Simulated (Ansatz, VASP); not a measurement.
# One calculation of CaOs4, two programs

```
CELL_PARAMETERS angstrom
4.48187 0.00000 0.00000
0.00000 4.48187 0.00000
0.00000 0.00000 4.48187
ATOMIC_POSITIONS crystal
Ca 0.00000 0.00000 0.00000
Os 0.50000 0.00000 0.00000
Os 0.00000 0.50000 0.00000
Os 0.00000 0.00000 0.50000
Os 0.50000 0.50000 0.50000
```

Alike in both runs: task relaxation of cell and atoms; functional PBE; k mesh 8 × 8 × 8; occupations gaussian, width 0.1 eV; no spin polarisation.

```csv
,VASP,Ansatz
version,VASP 6.6.1,Ansatz 0.2.0
potentials or method,"VASP PAW PBE potentials, release 64 (Ca_sv, Os)","scalar-relativistic, plane waves, PAW"
plane-wave cutoff (eV),600,420
valence electrons in the cell,42,74
```

|  | VASP | Ansatz | Ansatz less VASP |
| --- | --- | --- | --- |
| gap on the k mesh at the Fermi level, each at its own relaxed structure (eV) | none | none | - |
| relaxed volume (Å³/atom) | 18.27 | 18.03 | -0.239 |
| relaxed cell length with the largest relative difference (Å) | 4.503 | 4.484 | -0.0197 |
| energy change over the relaxation (meV/atom) | -2 | 0 | +1.5 |

A gap of «none» marks a metal or a gap that the smearing closes. The two sets of potentials don't hold the same shells in valence.

The runs have no spin-orbit coupling, so splittings on Os are missing.
